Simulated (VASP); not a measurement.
Consider the following.

```yaml
crystal:
  lattice:
    - [0.00000, 2.07058, 2.07058]
    - [2.07058, 0.00000, 2.07058]
    - [2.07058, 2.07058, 0.00000]
  atoms:
    - { symbol: Ag, position: [0.00000, 0.00000, 0.00000] }
```

Computed with PBE GGA with spin-orbit coupling, VASP's PBE PAW potentials (set 64) (plane waves; VASP). Settings: 400 eV cut-off, 14×14×14 Γ-centred mesh, Gaussian smearing of 0.050 eV, potentials Ag.

### Question
Give the energies of bands 1 to 14 at the high-symmetry points, in eV from the Fermi level.

### Answer

```csv
band,Γ,X,U,L,W
1,-7.44,-6.17,-5.77,-6.13,-5.49
2,-7.44,-6.17,-5.77,-6.13,-5.49
3,-4.81,-6.05,-5.38,-4.88,-5.01
4,-4.81,-6.05,-5.38,-4.88,-5.01
5,-4.81,-3.02,-3.96,-4.46,-4.78
6,-4.81,-3.02,-3.96,-4.46,-4.78
7,-4.41,-2.85,-3.46,-3.01,-3.61
8,-4.41,-2.85,-3.46,-3.01,-3.61
9,-3.60,-2.53,-2.94,-2.80,-2.71
10,-3.60,-2.53,-2.94,-2.80,-2.71
11,-3.60,1.67,4.21,-0.26,5.67
12,-3.60,1.67,4.21,-0.26,5.67
13,15.97,6.47,5.15,3.43,6.00
14,15.97,6.47,5.15,3.43,6.00
```

It has no gap at this level: it comes out as a metal or semimetal.

The compound is Ag in the fcc structure. It was relaxed first.
